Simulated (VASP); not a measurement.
Computed with vdW-DF-cx, VASP's PBE PAW potentials (set 64) (plane waves; VASP).

VASP ran on this input.

### POSCAR
```
Ni3Si
1
    3.5406309825     0.0000000000     0.0000000000
    0.0000000000     3.5406309825     0.0000000000
    0.0000000000     0.0000000000     3.5406309825
Si Ni
1 3
Direct
  0.0000000000   0.0000000000   0.0000000000
  0.0000000000   0.5000000000   0.5000000000
  0.5000000000   0.0000000000   0.5000000000
  0.5000000000   0.5000000000   0.0000000000
```

File KPOINTS:
```
K-points
0
gamma
  9 9 9
0 0 0
```

INCAR:
```
LCHARG=.FALSE.
ISMEAR=1
AGGAC=0.0
PREC=Accurate
ENCUT=520   ! plane-wave cut-off (eV)
GGA=CX
LMAXMIX=4   ! l cut-off of mixed one-centre charges
ALGO=Normal
LREAL=.FALSE.
LASPH=.TRUE.
ISIF=2
EDIFF=1E-7   ! SCF stop (eV)
NELM=100
SYSTEM=Ni3Si
SIGMA=0.1   ! width (eV)
LUSE_VDW=.TRUE.
LWAVE=.FALSE.
```

POTCAR, in this order: Si Ni (PBE.64 set). Program: vasp_std.

What does the run give for the energy per atom (σ→0), pressure, band gap (on the k-mesh)?

| Property | Result |
|---|---|
| energy per atom (σ→0) | -3.846 eV/atom |
| band gap (on the k-mesh) | none (metal, semimetal or under 0.01 eV) |
| pressure | -11.68 GPa |

File OSZICAR:
```
...
DAV:   9    -0.153848787551E+02    0.17496E-01   -0.36653E-02  1969   0.277E+00    0.511E-01
DAV:  10    -0.153826806828E+02    0.21981E-02   -0.30665E-03  1926   0.446E-01    0.231E-01
DAV:  11    -0.153822374114E+02    0.44327E-03   -0.80492E-04  2252   0.333E-01    0.546E-02
DAV:  12    -0.153822280798E+02    0.93316E-05   -0.11811E-04  1599   0.129E-01    0.150E-02
DAV:  13    -0.153822269672E+02    0.11127E-05   -0.85343E-06  1727   0.193E-02    0.896E-03
DAV:  14    -0.153822267559E+02    0.21125E-06   -0.61881E-07  1663   0.856E-03    0.301E-03
DAV:  15    -0.153822266667E+02    0.89240E-07   -0.20186E-07  1027   0.609E-03
   1 F= -.15382227E+02 E0= -.15382339E+02  d E =0.336687E-03
```

The compound is Ni3Si in the L1_2 structure. This cell is one point of a volume scan, at 1.06 of the reference volume. The run is not spin-polarised, so no magnetic state was tried.
